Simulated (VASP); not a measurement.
Runs of VASP 6.6.1 on Ca. The structure is cubic, space group Fm-3m (No. 225). The conventional cell has a = 5.529 Å, b = 5.529 Å, c = 5.529 Å, α = 90.00°, β = 90.00°, γ = 90.00°. Ca (site symmetry m-3m) has 12 Ca at 3.91 Å as nearest neighbours. 

| level | potentials or basis | k mesh | cutoff (eV) | further INCAR settings | grid for exact exchange (PRECFOCK) | screening parameter | exchange at q = 0 | gap on the mesh (eV) | pressure (GPa) |
| --- | --- | --- | --- | --- | --- | --- | --- | --- | --- |
| LDA | VASP PAW LDA potentials, release 64 (Ca_sv) | 13 × 13 × 13 | 450 | ALGO = Fast; EDIFF = 1e-06 | - | - | - | none | -1.7 |
| r2SCAN | VASP PAW PBE potentials, release 64 (Ca_sv) | 13 × 13 × 13 | 450 | ALGO = Normal; EDIFF = 1e-06 | - | - | - | none | (a) |
| HSE06 | VASP PAW PBE potentials, release 64 (Ca_sv) | 7 × 7 × 7 | 450 | ALGO = Normal; EDIFF = 1e-06 | Fast | 0.2 1/A | - | none | 0.7 |
| PBEsol | VASP PAW PBE potentials, release 64 (Ca_sv) | 13 × 13 × 13 | 300 | ALGO = Fast; EDIFF = 1e-06 | - | - | - | none | - |
| PBE0 | VASP PAW PBE potentials, release 64 (Ca_sv) | 7 × 7 × 7 | 450 | ALGO = Normal; EDIFF = 1e-06 | Fast | - | truncated | none | 0.6 |
| PBEsol | VASP PAW PBE potentials, release 64 (Ca_sv) | 13 × 13 × 13 | 450 | ALGO = Fast; EDIFF = 1e-06 | - | - | - | none | -0.7 |
| PBEsol | VASP PAW PBE potentials, release 64 (Ca_sv) | 13 × 13 × 13 | 600 | ALGO = Fast; EDIFF = 1e-06 | - | - | - | none | -0.7 |

Alike in all rows: task single point; no spin polarisation; cell as given; smearing methfessel-paxton 0.1 eV.

Question: Fill in the values left out.

Answer: (a) 0.4.

Caveats: the PAW data sets were made with another functional, which shifts forces and pressure a little (some runs); the cutoff is under 1.25 times the usual one of these potentials, so pressure, stress and relaxed cells hold a basis-set (Pulay) error (some runs).

A gap of «none» marks a metal or a gap under the smearing width.

Runs at the PBE level aren't shown here.
